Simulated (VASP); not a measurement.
MgC18: single point with PBE+D3(BJ)

Slab: MgC18, a slab with vacuum.

```
CELL_PARAMETERS angstrom
7.39800 0.00000 0.00000
-3.69900 6.40686 0.00000
0.00000 0.00000 11.00000
ATOMIC_POSITIONS crystal
C 0.00163 0.00041 0.08410
C 0.22399 0.11164 0.08372
C 0.00137 0.33422 0.08476
C 0.22433 0.44573 0.08458
C 0.00217 0.66784 0.08465
C 0.22354 0.77848 0.08403
C 0.33478 0.00086 0.08371
C 0.55778 0.11240 0.08408
C 0.33554 0.33463 0.08414
C 0.55689 0.44527 0.08473
C 0.33508 0.66704 0.08452
C 0.55736 0.77822 0.08477
C 0.66888 0.00119 0.08457
C 0.89019 0.11194 0.08457
C 0.66841 0.33375 0.08469
C 0.89068 0.44487 0.08495
C 0.66802 0.66754 0.08501
C 0.89098 0.77903 0.08471
Mg 0.25354 0.02107 0.38335
```

The cell was built by a generator and needn't be a form met in nature.

- Program: VASP 6.6.1
- Task: single point
- Functional: PBE
- Dispersion: D3(BJ)
- Potentials or basis: VASP PAW PBE potentials, release 64 (C, Mg)
- Cutoff: 520 eV
- k mesh: 2 × 2 × 1
- Occupations: fermi-dirac, width 0.05 eV
- Spin: no spin polarisation

* Largest force: 0.041 eV/Å
* Band gap on the k mesh: 0.06 eV, direct
* Dispersion energy per atom: -0.100 eV

Forces on the atoms (eV/Å):
```
C    0.007 -0.005 -0.004
C   -0.027  0.012 -0.009
C    0.010 -0.013  0.004
C   -0.001  0.010  0.000
C    0.004  0.003  0.003
C   -0.007  0.009  0.004
C    0.031 -0.024 -0.011
C    0.000  0.007 -0.001
C    0.006  0.002 -0.003
C   -0.011  0.013 -0.003
C    0.019 -0.002 -0.004
C   -0.016  0.000  0.004
C   -0.003 -0.013 -0.001
C   -0.008  0.016  0.002
C    0.012 -0.003 -0.001
C   -0.014  0.000  0.000
C    0.004 -0.013  0.003
C   -0.003  0.005  0.002
Mg  -0.004 -0.005  0.014
```

Levels at points of the mesh, in eV from the valence-band top:
| k point | band 33 | band 34 | band 35 | band 36 | band 37 | band 38 | band 39 | band 40 | band 41 | band 42 |
| --- | --- | --- | --- | --- | --- | --- | --- | --- | --- | --- |
| (0.00, 0.00, 0.00) | -3.00 | -3.00 | -0.28 | 0.00 | 0.00 | 0.06 | 0.08 | 3.33 | 3.51 | 3.53 |
| (0.50, 0.00, 0.00) | -2.64 | -2.62 | -2.60 | -2.33 | -0.16 | 1.68 | 2.51 | 2.52 | 2.56 | 2.57 |
| (0.00, 0.50, 0.00) | -2.64 | -2.61 | -2.60 | -2.33 | -0.16 | 1.69 | 2.51 | 2.52 | 2.56 | 2.57 |
| (0.50, 0.50, 0.00) | -2.64 | -2.62 | -2.61 | -2.33 | -0.16 | 1.70 | 2.49 | 2.52 | 2.54 | 2.58 |

Wall time 3.3 min on 1 thread of Intel(R) Xeon(R) Platinum 8488C (Sapphire Rapids), with other jobs on the host, peak memory 0.54 GiB.

Caveat: the k mesh is coarse (spacing up to 0.49 Å⁻¹), so the values aren't converged. As with any semilocal functional, this PBE gap is likely too small.
